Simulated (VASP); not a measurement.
Here is the system:

```
CELL_PARAMETERS angstrom
      0.00000     2.74538     2.74538
      2.74538     0.00000     2.74538
      2.74538     2.74538     0.00000
ATOMIC_POSITIONS crystal
  Si 0.00000 0.00000 0.00000
  Si 0.25000 0.25000 0.25000
```

Computed with AM05 GGA, VASP's PBE PAW potentials (set 64) (plane waves; VASP). Numerical set-up: 520 eV cut-off, 8×8×8 Γ-centred mesh, Gaussian smearing of 0.050 eV, potentials Si.

Task: Give the stress tensor in GPa (positive for a compressed cell).

Result: 
```
-2.58   0.00   0.00
 0.00  -2.58   0.00
 0.00   0.00  -2.58
```
The pressure is its mean diagonal, -2.58 GPa.

The compound is Si in the diamond structure. This cell is one point of a volume scan, at 1.03 of the reference volume.
